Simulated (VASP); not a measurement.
Calculation: LDA (Ceperley-Alder, Perdew-Zunger), VASP's LDA PAW potentials (set 64) (plane waves; VASP).

VASP input:

**INCAR**
```
SYSTEM = LaMg
PREC = Accurate; ENCUT = 300; LREAL = F
LASPH = T
EDIFF = 1E-6; NELM = 100; ALGO = Normal
LMAXMIX = 6
ISMEAR = 0; SIGMA = 0.05
ISIF = 2
LWAVE = F; LCHARG = F
```

File KPOINTS:
```
K-points
0
gamma
5 8 5
0 0 0
```

File POSCAR:
```
LaMg
1.0
  5.6154700000   0.0000000000   0.0000000000
  0.0000000000   3.8014600000   0.0000000000
  0.0000000000   0.0000000000   5.7890100000
La Mg
2 2
Cart
  4.2116025000   0.0000000000   4.5912638310
  1.4038675000   0.0000000000   1.1977461690
  1.4038675000   1.9007300000   4.0131732924
  4.2116025000   1.9007300000   1.7758367076
```

POTCAR, in this order: La Mg (LDA.64 set). Program: vasp_std.

At this cut-off the stress carries a Pulay error, which pulls relaxed volumes low.

What does the run give for the energy per atom (σ→0), pressure, largest force, band gap (on the k-mesh)?

```
Property                                                     Value
------------------------  ----------------------------------------
energy per atom (σ→0)                               -3.771 eV/atom
band gap (on the k-mesh)  none (metal, semimetal or under 0.01 eV)
pressure                                                -31.4 kbar
largest force                                           0.072 eV/Å
```

### OSZICAR
```
...
DAV:   6    -0.151281901496E+02    0.10767E+00   -0.11022E+00  3060   0.735E+00    0.183E+00
DAV:   7    -0.150957147301E+02    0.32475E-01   -0.11937E-01  2820   0.215E+00    0.703E-01
DAV:   8    -0.150892744749E+02    0.64403E-02   -0.11531E-02  3052   0.880E-01    0.827E-02
DAV:   9    -0.150890836864E+02    0.19079E-03   -0.94052E-04  2996   0.229E-01    0.454E-02
DAV:  10    -0.150890178153E+02    0.65871E-04   -0.15714E-04  2756   0.936E-02    0.977E-03
DAV:  11    -0.150890160704E+02    0.17449E-05   -0.15988E-05  2556   0.344E-02    0.536E-03
DAV:  12    -0.150890159333E+02    0.13716E-06   -0.11904E-06  1980   0.150E-02
   1 F= -.15089016E+02 E0= -.15085695E+02  d E =-.664089E-02
```

The structure comes from a computed database's LaMg entry (Pmma); how it stands against other phases isn't given here. The cell was not relaxed at this level.
